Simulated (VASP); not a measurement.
Data:

```
CELL_PARAMETERS angstrom
      1.87458    -3.24687     0.00000
      1.87458     3.24687     0.00000
      0.00000     0.00000     5.02357
ATOMIC_POSITIONS crystal
  Pt 0.00000 0.00000 0.00000
  Se 0.33333 0.66667 0.25239
  Se 0.66667 0.33333 0.74761
```

The numbers are results of AM05 GGA, VASP's PBE PAW potentials (set 64) (plane waves; VASP 6.6.1), not measurements. Run with 520 eV cut-off, 9×9×6 Γ-centred mesh, first-order Methfessel-Paxton smearing of 0.10 eV, potentials Pt Se.

Without a dispersion term in the relaxation, distances and binding between the weakly bound layers, chains or molecules are unreliable, and so is what depends on them. Unless said otherwise, spin-orbit coupling is left out, though it shifts the bands of the heavy elements here.

Predict the energy per atom (σ→0), band gap (on the k-mesh) with the smallest direct gap where there is one.

```json
{
 "band gap (on the k-mesh)": "none (metal, semimetal or under 0.01 eV)",
 "energy per atom (σ→0)": "-5015 meV/atom"
}
```

The compound is PtSe2 in the 1T layered structure. It was relaxed first.
